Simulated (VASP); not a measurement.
Method: LDA (Ceperley-Alder, Perdew-Zunger), VASP's LDA PAW potentials (set 64) (plane waves; VASP 6.6.1).

A VASP calculation is set up with these files.

POSCAR:
```
ZrB
1
    3.1935870000     0.0000000000     0.0000000000
    0.0000000000     4.5164140000     0.0000000000
    0.0000000000     0.0000000000    20.5164000000
Zr B
3 3
Direct
  0.0000000000   0.7500000000   0.3899320000
  0.0000000000   0.2500000000   0.5000000000
  0.0000000000   0.7500000000   0.6100680000
  0.5000000000   0.2500000000   0.3899320000
  0.5000000000   0.7500000000   0.5000000000
  0.5000000000   0.2500000000   0.6100680000
```

INCAR:
```
ALGO = Normal
EDIFF = 1E-6
ENCUT = 400
ISIF = 2
ISMEAR = -1
LASPH = T
LCHARG = F
LMAXMIX = 4
LREAL = F
LWAVE = F
NELM = 100
PREC = Accurate
SIGMA = 0.1
SYSTEM = ZrB
```

File KPOINTS:
```
Automatic
0
gamma
4 3 1
```

POTCAR, in this order: Zr_sv B (LDA.64 set). Program: vasp_std.

What VASP printed:

OSZICAR:
```
       N       E                     dE             d eps       ncg     rms          rms(c)
DAV:   1     0.341639003967E+03    0.34164E+03   -0.19470E+04   396   0.114E+03
DAV:   2    -0.165905317574E+02   -0.35823E+03   -0.35432E+03   412   0.350E+02
DAV:   3    -0.484829528713E+02   -0.31892E+02   -0.31429E+02   490   0.793E+01
DAV:   4    -0.516092014181E+02   -0.31262E+01   -0.31026E+01   544   0.224E+01
DAV:   5    -0.517219722850E+02   -0.11277E+00   -0.11272E+00   440   0.427E+00    0.186E+01
DAV:   6    -0.453219403383E+02    0.64000E+01   -0.59299E+01   380   0.256E+01    0.693E+00
DAV:   7    -0.447023079618E+02    0.61963E+00   -0.68011E+00   436   0.960E+00    0.374E+00
DAV:   8    -0.446056291860E+02    0.96679E-01   -0.96233E-01   480   0.405E+00    0.117E+00
DAV:   9    -0.445845253058E+02    0.21104E-01   -0.40285E-01   420   0.249E+00    0.748E-01
DAV:  10    -0.445697498556E+02    0.14775E-01   -0.71100E-02   490   0.134E+00    0.336E-01
DAV:  11    -0.445681430025E+02    0.16069E-02   -0.92372E-03   493   0.460E-01    0.145E-01
DAV:  12    -0.445676339201E+02    0.50908E-03   -0.34215E-03   477   0.229E-01    0.675E-02
DAV:  13    -0.445685145793E+02   -0.88066E-03   -0.10964E-03   423   0.110E-01    0.411E-02
DAV:  14    -0.445696274911E+02   -0.11129E-02   -0.54852E-04   367   0.701E-02    0.265E-02
DAV:  15    -0.445702823891E+02   -0.65490E-03   -0.30131E-04   428   0.461E-02    0.111E-02
DAV:  16    -0.445704496530E+02   -0.16726E-03   -0.35704E-05   464   0.192E-02    0.742E-03
DAV:  17    -0.445706114534E+02   -0.16180E-03   -0.39293E-05   297   0.154E-02    0.424E-03
DAV:  18    -0.445706561685E+02   -0.44715E-04   -0.66275E-06   306   0.614E-03    0.229E-03
DAV:  19    -0.445707078106E+02   -0.51642E-04   -0.11527E-05   262   0.687E-03    0.183E-03
DAV:  20    -0.445707718981E+02   -0.64088E-04   -0.66927E-06   273   0.403E-03    0.722E-04
DAV:  21    -0.445707939033E+02   -0.22005E-04   -0.18276E-06   270   0.219E-03    0.403E-04
DAV:  22    -0.445708034962E+02   -0.95929E-05   -0.11748E-06   234   0.159E-03    0.139E-04
DAV:  23    -0.445708047061E+02   -0.12100E-05   -0.79680E-08   188   0.598E-04    0.739E-05
DAV:  24    -0.445708049145E+02   -0.20831E-06   -0.27767E-08   180   0.375E-04
   1 F= -.44570805E+02 E0= -.44443767E+02  d E =-.254076E+00
```

OUTCAR:
```
------------------------ aborting loop because EDIFF is reached ----------------------------------------
  FORCE on cell =-STRESS in cart. coord.  units (eV):
  Direction    XX          YY          ZZ          XY          YZ          ZX
  --------------------------------------------------------------------------------------
  Total      -18.5697892    -24.4891521     -6.9380274      0.0000000      0.0000000      0.0000000
  in kB     -100.5411622   -132.5899714    -37.5640958      0.0000000      0.0000000      0.0000000
  external PRESSURE =     -90.2317431 kB  Pullay stress =       0.0000000 kB
  volume of cell :      295.92
      direct lattice vectors                 reciprocal lattice vectors
     3.193587000  0.000000000  0.000000000     0.313127527  0.000000000  0.000000000
     0.000000000  4.516414000  0.000000000     0.000000000  0.221414600  0.000000000
     0.000000000  0.000000000 20.516400000     0.000000000  0.000000000  0.048741495
 POSITION                                       TOTAL-FORCE (eV/Angst)
 -----------------------------------------------------------------------------------
      0.00000      3.38731      8.00000        -0.000000     -0.000000      1.116006
      0.00000      1.12910     10.25820         0.000000      0.000000      0.000000
      0.00000      3.38731     12.51640         0.000000     -0.000000     -1.116006
      1.59679      1.12910      8.00000         0.000000      0.000000      0.396866
      1.59679      3.38731     10.25820         0.000000     -0.000000      0.000000
      1.59679      1.12910     12.51640         0.000000      0.000000     -0.396866
 -----------------------------------------------------------------------------------
    total drift:                                0.000000      0.000000     -0.000000
  FREE ENERGIE OF THE ION-ELECTRON SYSTEM (eV)
  ---------------------------------------------------
  free  energy   TOTEN  =       -44.5708049145 eV

  energy  without entropy=      -44.3167290634  energy(sigma->0) =      -44.44376699
```
(Selected blocks of OUTCAR.)

At this cut-off the stress carries a Pulay error, which pulls relaxed volumes low. The cell holds a wide vacuum, so values per volume refer to the whole cell.

The cell is a sheet with vacuum, built from a generated structure.
